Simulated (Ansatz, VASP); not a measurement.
# Te (Tellurium): VASP beside Ansatz, part 2 of 2

Wanted: the spread between two codes on one cell, functional and k mesh.  Valence electrons are named where the data sets of a main pair hold unlike numbers.

VASP 6.6.1 and Ansatz 0.2.0.

So far: Starting point; VASP: band structure, r2SCANh with an exact-exchange share of 0.1.

The database entry behind the starting cell differs from later determinations by our own check (inner coordinate of an old entry), so it need not match the best structure at ambient conditions.

**3. Ansatz: band structure, r2SCANh with an exact-exchange share of 0.1**

Level of this step: Ansatz beside VASP: Kohn-Sham DFT, plane waves, r2SCANh (Ansatz).

Ansatz runs on its default PAW (the set named soft_2) files.

The same cell, functional, mesh and smearing now go to Ansatz, which takes its cutoff from its data sets.

Input file input.yaml:

```yaml
crystal:
  lattice:
    - [4.454, 0.0, 0.0]
    - [-2.227, 3.8572771485, 0.0]
    - [0.0, 0.0, 5.924]
  atoms:
    - { symbol: Te, position: [0.269, 0.0, 0.3333333333] }
    - { symbol: Te, position: [0.0, 0.269, 0.6666666667] }
    - { symbol: Te, position: [0.731, 0.731, 0.0] }
hamiltonian:
  xc: r2scanh
  pseudopotentials: { kind: paw }
kpoints:
  mp_grid: { grid: [4, 4, 3] }
  band_path:
    path:
      - [0.0, 0.0, 0.0]
      - [0.4, 0.0, 0.0]
      - [0.4, 0.2, 0.0]
      - [0.2, 0.2, 0.0]
      - [0.0, 0.0, 0.1]
      - [0.0, 0.0, 0.5]
      - [0.4, 0.0, 0.5]
      - [0.4, 0.2, 0.5]
      - [0.36667, 0.26667, 0.5]
      - [0.33333, 0.33333, 0.5]
      - [0.2, 0.2, 0.5]
      - [0.5, 0.0, 0.4]
      - [0.33333, 0.33333, 0.0]
      - [0.33333, 0.33333, 0.5]
    npoints: 1
scf:
  occupations: { method: gaussian, width: 0.02 }
  n_extra_bands: 7
output:
  forces: true
  stress: true
  eigenvalues: true
```

On the command line:

```console
ansatz run input.yaml --threads 4 --pin off --max-ram 9216MiB --backend cpu --events-out ev --progress --plain --runs-dir out
```

Numbers of over 12 decimals in the logs are rounded to 6 here.

The program printed:

```text
Warning: output.stress: scf.convergence.dr2_threshold = 1e-7 eV (the SCF's general default) is looser than the 3e-10 eV advised for a printed stress (1e-10 eV for each atom of the cell: 3). What an SCF threshold leaves in a stress goes as its square root, and in the free energy as the threshold itself, and one threshold admits the most on a small cell: [figures from the program's tests cut] Set scf.convergence.dr2_threshold to 3e-10 eV or tighter. The threshold is an SCF's pass mark: one that does not reach it within its budget of iterations ends unconverged, or closes short of it on a stop that the run arms, and scf.convergence.dr2_threshold's page says what that costs each kind of run
Warning: output.stress: scf.exx.energy_threshold = 1e-6 eV is looser than the 3e-8 eV advised for a stress under a hybrid functional (1e-8 eV for each atom of the cell: 3). Every SCF of the exchange loop can meet its threshold on dr2 while the loop round them stops early: no threshold on dr2 bounds what that leaves in the stress. Set scf.exx.energy_threshold to 3e-8 eV or tighter. The threshold is the loop's pass mark: a loop that does not reach it within its budget of cycles ends unconverged, and scf.exx.energy_threshold's page has the law
scf.n_extra_bands = 7 over 24 filled bands (N_el = 48.0): the run solves 31 bands
Engine: ansatz 0.2.0, x86_64-unknown-linux-gnu
Pseudopotentials: kind: paw
Pseudopotential: Te, paw, valence charge 16, recommended cutoff 500 eV (meta_gga), Te.paw.azcp
Functional definition: r2SCANh
  parameter a = 0.1
  parameter k0 = 0.174
  parameter k1 = 0.065
  parameter a1 = 4.9479
  exchange = (1 - a)*r2scan_x(k0 = k0, k1 = k1, a1 = a1) + a*exact_x
  correlation = r2scan_c
Crystal: 3 atoms, lattice volume = 101.776 Å³
Basis set: ecut = 500 eV, 2595 PW (Γ), exchange–correlation on 144×144×180 points (64 copies of the dense FFT grid, shifted against one another)
Bands: 31, of which v1, the nominal top of the filled ones, is band 24 counted from 1 (23 counted from 0)
Symmetry: 6 space group operations
Space group: P3121 (ITA 152), of the structure as read, at distance tolerance 4.7e-5 Å
k-points: 9 of 48 (time reversal used)
Non-local potential: Te, projectors of the file, l = 0: 2, l = 1: 2, l = 2: 2, l = 3: 2
PAW form: soft (Blöchl's): semilocal exchange-correlation on the pseudo side does not see the compensation charge
PAW frozen core: Te, regenerated for the run's functional, and the local potential with it (the file was generated under x = pbe(κ = 0.804, μ = 0.219515), c = pbe(β = 0.066725))
PAW one-centre angular grid: Te, 590 points (default); XC on 160 Gauss nodes
Initial density: superposition of atomic densities (neutral atoms: chi_scale 0, normalization atom), corrected by the library's trained network
Initial wavefunctions: pseudopotential atomic-orbital guess
Functional: x = r2scan, c = r2scan; τ floored in thin density (d = 2e-4 eV/Å³), warm-up for x = 0.9 r2scan + 0.1 exact, c = r2scan; τ floored in thin density (d = 2e-4 eV/Å³)
SCF iter   1: F=—  HF=-20984.394927 eV  |F-HF|=—  |Δ(HF+E_count)|=         —  Δρ=3.43e-3  dr2=9.29e-3  dr2_τ=2.72e-3  ethr=1.77e-3  ⟨swp⟩=13.4  Hψ=1280  notcnv=1
preconditioner: auto → none  [insulator: Δε(μ)=0.937 eV  Ē_g=10.399 eV  σ=0.020 eV  W_gap=1.00  n_scr=22 (ndim 8)  ℏωp=15.6 eV  f_vac=0.027  D(μ)=0.00/eV (n_scr^D=0)]
SCF iter   2: F=—  HF=-20984.410109 eV  |F-HF|=—  |Δ(HF+E_count)|=   1.52e-2  Δρ=1.81e-3  dr2=1.79e-3  dr2_τ=5.67e-5  ethr=1.94e-5  ⟨swp⟩=5.2  Hψ=882  notcnv=0  defer=15
SCF iter   3: F=—  HF=-20984.411596 eV  |F-HF|=—  |Δ(HF+E_count)|=   1.49e-3  Δρ=6.20e-4  dr2=2.34e-4  dr2_τ=1.09e-5  ethr=3.72e-6  ⟨swp⟩=3.6  Hψ=656  notcnv=0  defer=5
iter 4 solved again at ethr=9.45e-9 eV; its pass at ethr=4.88e-7 eV (dr2=4.53e-6 eV) is discarded
SCF iter   4: F=-20984.411786 eV  HF=-20984.411788 eV  |F-HF|=1.92e-6  |Δ(HF+E_count)|=   1.92e-4  Δρ=6.66e-5  dr2=4.66e-6  dr2_τ=1.38e-7  ethr=9.45e-9  ⟨swp⟩=3.2  Hψ=1285  notcnv=0  defer=1
SCF 1 stopped early in 4 iterations: F = -20984.411786 eV  dr2 = 4.66e-6
  greatest PAW one-centre occupation: 0.997 electrons in one spin orbital (limit 2), on the Te atom at site 1 (counted from 0), in its partial waves of l = 2
Initial density: handed on by an earlier stage of this run
Initial wavefunctions: those handed on with the density
Functional: x = 0.9 r2scan + 0.1 exact, c = r2scan; τ floored in thin density (d = 2e-4 eV/Å³)
Frozen-core exchange: fock
SCF iter   1: F=—  HF=-20984.300321 eV  |F-HF|=—  |Δ(HF+E_count)|=         —  Δρ=1.14e-3  dr2=1.08e-3  dr2_τ=1.24e-5  ethr=9.71e-8  ⟨swp⟩=12.0  Hψ=1414  notcnv=0
preconditioner: auto → none  [insulator: Δε(μ)=1.334 eV  Ē_g=11.081 eV  σ=0.020 eV  W_gap=1.00  n_scr=22 (ndim 8)  ℏωp=15.6 eV  f_vac=0.027  D(μ)=0.00/eV (n_scr^D=0)]
SCF iter   2: F=—  HF=-20984.300220 eV  |F-HF|=—  |Δ(HF+E_count)|=   1.02e-4  Δρ=3.17e-4  dr2=2.28e-4  dr2_τ=2.68e-6  ethr=9.71e-8  ⟨swp⟩=4.0  Hψ=817  notcnv=0
SCF iter   3: F=—  HF=-20984.301462 eV  |F-HF|=—  |Δ(HF+E_count)|=   1.24e-3  Δρ=2.09e-4  dr2=3.66e-5  dr2_τ=4.06e-7  ethr=9.71e-8  ⟨swp⟩=4.0  Hψ=657  notcnv=0  defer=2
SCF iter   4: F=—  HF=-20984.301462 eV  |F-HF|=—  |Δ(HF+E_count)|=   7.78e-8  Δρ=2.92e-5  dr2=3.24e-6  dr2_τ=1.66e-8  ethr=6.88e-8  ⟨swp⟩=3.0  Hψ=547  notcnv=0
SCF iter   5: F=—  HF=-20984.301482 eV  |F-HF|=—  |Δ(HF+E_count)|=   2.03e-5  Δρ=2.47e-5  dr2=5.05e-7  dr2_τ=6.26e-9  ethr=8.30e-10  ⟨swp⟩=4.8  Hψ=1012  notcnv=0  defer=3
SCF iter   6: F=-20984.301482 eV  HF=-20984.301482 eV  |F-HF|=2.10e-9  |Δ(HF+E_count)|=   8.56e-8  Δρ=1.83e-6  dr2=9.60e-8  dr2_τ=7.52e-11  ethr=8.30e-10  ⟨swp⟩=3.1  Hψ=582  notcnv=0
SCF 2 converged in 6 iterations: F = -20984.301482 eV  dr2 = 9.60e-8
  Residual-converged pass: ⟨swp⟩=3.2  Hψ=712  notcnv=0  max |occ|·‖R‖ = 6.6e-6 eV (tolerance 6.7e-6 eV)  dr2=9.60e-8  dr2_τ=8.01e-11  dr2_onsite=5.13e-10  max |Δocc| = 0.0e0
hybrid outer 1: dexx = +1.146e-3 eV, tail = 2.34e-6 eV
Frozen-core exchange: fock
SCF iter   1: F=—  HF=-20984.301482 eV  |F-HF|=—  |Δ(HF+E_count)|=         —  Δρ=7.82e-6  dr2=4.51e-8  dr2_τ=7.96e-10  ethr=2.44e-8  ⟨swp⟩=6.0  Hψ=638  notcnv=0
preconditioner: auto → none  [insulator: Δε(μ)=1.348 eV  Ē_g=11.085 eV  σ=0.020 eV  W_gap=1.00  n_scr=22 (ndim 8)  ℏωp=15.6 eV  f_vac=0.026  D(μ)=0.00/eV (n_scr^D=0)]
SCF iter   2: F=—  HF=-20984.301482 eV  |F-HF|=—  |Δ(HF+E_count)|=   5.47e-8  Δρ=3.18e-6  dr2=6.74e-9  dr2_τ=1.48e-10  ethr=8.68e-11  ⟨swp⟩=4.3  Hψ=743  notcnv=0  defer=3
SCF iter   3: F=-20984.301482 eV  HF=-20984.301482 eV  |F-HF|=7.42e-10  |Δ(HF+E_count)|=   2.52e-9  Δρ=1.54e-6  dr2=1.10e-9  dr2_τ=4.07e-11  ethr=1.12e-11  ⟨swp⟩=3.3  Hψ=591  notcnv=0  defer=3
SCF 3 converged in 3 iterations: F = -20984.301482 eV  dr2 = 1.10e-9
  Residual-converged pass: ⟨swp⟩=4.0  Hψ=739  notcnv=0  max |occ|·‖R‖ = 5.0e-7 eV (tolerance 5.4e-7 eV)  dr2=1.10e-9  dr2_τ=4.32e-11  dr2_onsite=2.06e-10  max |Δocc| = 0.0e0
  greatest PAW one-centre occupation: 0.997 electrons in one spin orbital (limit 2), on the Te atom at site 0 (counted from 0), in its partial waves of l = 2
hybrid outer 2: dexx = +3.084e-8 eV, tail = 2.75e-9 eV, Δε = 3.64e-4 eV (about 2.11e-5 eV left of the loop's levels), ΔF = 2.45e-4 eV/Å (tail 1.42e-4)
NSCF: frozen V_eff on 14 k-points
hybrid SCF converged: 2 outer / 9 inner (+4 warm-up), last move |dexx| = 3.08e-8 eV, tail = 2.75e-9 eV
Stability not checked: this state was not tested for a lower state beside it, because the functional holds exact exchange (a hybrid, or Hartree-Fock), whose exchange loop this test does not read (fock_operator; see scf.lower_state_search)
Free energy (F): -20984.301482 eV
Frozen-core exchange: fock
Harris-Foulkes:  -20984.301482 eV  (|F-HF|=7.42e-10)
Internal energy: -20984.301482 eV  (E = F + TS)
E sigma→0 (E₀):  -20984.301482 eV
Fermi energy:    8.790757 eV
--- Per-component energies (eV) ---
  E_band       = -879.794708
  E_kinetic    = 539.153894
  E_local      = -3818.891992  (includes V_loc(G=0)·N_el)
  E_nonlocal   = -933.137133
  E_hartree    = 2431.220727
  E_xc         = -314.049219
  E_vxc        = -302.577154  (∫ρ·V_xc dr)
  E_exx        = -61.888086  (= α·E_x^exact, valence–valence)
  E_paw        = -14027.000860  (= ΣΔE_a)
  E_vpaw       = -1120.663062  (= ΣTr[D̂ρ^β])
  E_aug_tail   = -0.000112  (compensation charges beyond the density's cutoff)
  E_vtau       = 17.654806  (kinetic-family band-sum trace: ∫τ·v_τ [+ j·A + Jᵃ·Aᵃ] dr)
  E_ewald      = -4800.294125
  E_core_change = 0.585423  (= ΣΔE_core)
  E_smearing   = -0.000000  (= −TS)
  E_closure    = 0.000000  (closes the sum)
  Σ components = -20984.301482   (vs F -20984.301482, Δ=0.00e0)
--- Forces (eV/Å), atoms counted from 1 ---
  atom   1  Te    -0.27698019     0.00000000     0.00000000
  atom   2  Te     0.13849010    -0.23987188     0.00000000
  atom   3  Te     0.13849010     0.23987188     0.00000000
  max |Σ_I F_I| component: 2.78e-17 eV/Å
--- Stress (GPa, compression-positive) ---
        0.700033       0.000000       0.000000
        0.000000       0.700033       0.000000
        0.000000       0.000000      -0.031724
  P = ⅓ Tr σ = 0.4561 GPa (4.561 kbar)
--- Band table (eV; the first three rows and the last of 9) ---
  k-point 0: bands = [... 20 lower, 5.4666, 6.5626, 6.5626, 7.4041, 9.9481, 9.9481, 10.6089, 14.2379, ... 3 higher]
  k-point 1: bands = [... 20 lower, 5.6108, 6.7796, 7.0129, 7.3585, 9.4647, 9.4894, 9.8371, 13.4364, ... 3 higher]
  k-point 2: bands = [... 20 lower, 4.6774, 6.7616, 7.3313, 7.4650, 9.8016, 10.0433, 10.8845, 12.9875, ... 3 higher]
  k-point 8: bands = [... 20 lower, 3.9669, 5.8367, 7.3587, 8.1162, 9.6813, 10.5378, 11.7010, 14.0643, ... 3 higher]
```

It took 56 s on 4 threads of Intel Xeon Platinum 8488C (Sapphire Rapids), shared host; peak memory 1.5 GiB.

**4. Side by side**

Known differences besides the potentials themselves: exact exchange at q = 0 is treated differently, which shows on coarse meshes; VASP keeps PBE cores, Ansatz makes them for the functional; the data sets hold 48 valence electrons in Ansatz (on its default PAW (the set named soft_2) files) and 18 in VASP; the cutoff is 500 eV in Ansatz and 400 eV in VASP; VASP takes a coarser grid for exact exchange (PRECFOCK = Fast). Total energies have different zeros and are not compared.

Compared:

```csv
quantity,Ansatz,VASP,difference
gap over the path points (eV),0.674,0.634,+0.040
```

Forces (eV/Å; atoms numbered as in POSCAR):

```csv
atom,"Ansatz x, y, z","VASP x, y, z"
Te1,"-0.277, 0.000, 0.000","-0.273, 0.000, 0.000"
Te2,"0.138, -0.240, 0.000","0.137, -0.237, 0.000"
Te3,"0.138, 0.240, 0.000","0.137, 0.237, 0.000"
```

Levels at points of the path, from each program's valence-band top (eV; 4 filled, then empty):

```csv
k (reciprocal lattice),Ansatz,VASP
0.000 0.000 0.000,-2.98 -1.88 -1.88 -1.04 1.50 1.50 2.17,-2.98 -1.89 -1.89 -1.04 1.50 1.50 2.18
0.400 0.000 0.000,-4.09 -3.25 -1.13 -0.95 1.36 1.48 3.79,-4.09 -3.26 -1.12 -0.95 1.35 1.47 3.79
0.400 0.200 0.000,-3.72 -3.65 -2.37 -2.36 2.63 2.98 4.14,-3.72 -3.65 -2.37 -2.36 2.62 2.98 4.14
0.200 0.200 0.000,-3.42 -2.37 -1.95 -1.88 2.37 2.56 2.78,-3.43 -2.37 -1.95 -1.88 2.37 2.55 2.78
0.000 0.000 0.100,-2.83 -1.86 -1.81 -1.04 1.43 1.44 2.06,-2.84 -1.87 -1.83 -1.04 1.42 1.43 2.08
0.000 0.000 0.500,-2.98 -1.58 -1.19 -1.19 0.89 1.03 1.03,-2.98 -1.58 -1.19 -1.19 0.89 1.02 1.02
0.400 0.000 0.500,-3.83 -2.63 -2.32 -0.67 1.70 2.45 3.07,-3.84 -2.64 -2.32 -0.67 1.68 2.45 3.08
0.400 0.200 0.500,-5.02 -1.43 -1.06 -0.06 1.12 1.96 2.38,-5.02 -1.43 -1.06 -0.06 1.10 1.96 2.38
0.367 0.267 0.500,-5.35 -1.19 -0.42 0.00 0.90 1.82 2.01,-5.35 -1.20 -0.43 0.00 0.86 1.82 2.01
0.333 0.333 0.500,-5.51 -1.11 -0.02 -0.02 0.67 1.83 1.83,-5.51 -1.12 -0.02 -0.02 0.63 1.83 1.83
```

The forces differ by 2.1 meV/Å r.m.s., which is 1.3 % of the r.m.s. force of 0.158 eV/Å (both taken over all components). Among the levels compared at these points, filled levels agree within 14 meV and empty ones within 40 meV.

**5. Results**

```yaml
largest_difference_of_a_filled_level_at_the_path_points_band_structure_r2scanh_with_an_exact_exchange_share_of_0p1: 14 meV
difference_in_gap_over_the_path_points_band_structure_r2scanh_with_an_exact_exchange_share_of_0p1: 0.040 eV
```

The difference in gap over the path points is 0.040 eV (band structure, r2SCANh with an exact-exchange share of 0.1), within the 0.08 eV picked in this series as the mark of a large difference. The data sets hold unlike numbers of valence electrons (48 in Ansatz and 18 in VASP), so part of the differences comes from the potentials. How closely two codes agree says nothing of how well the functional describes the real material.

[Lines on the potential files, build, host, timing and source positions are cut from VASP's logs without a mark.]

[Logs are printed without paths, hosts, clocks, repeated set-up lines and the standing remarks that a program may print on its own settings, such as how far it seeks lower states.]

[Hosts, paths, dates, database ids (printed as entryN), source tags and the programs' standing remarks are cut or masked in the printed files.]
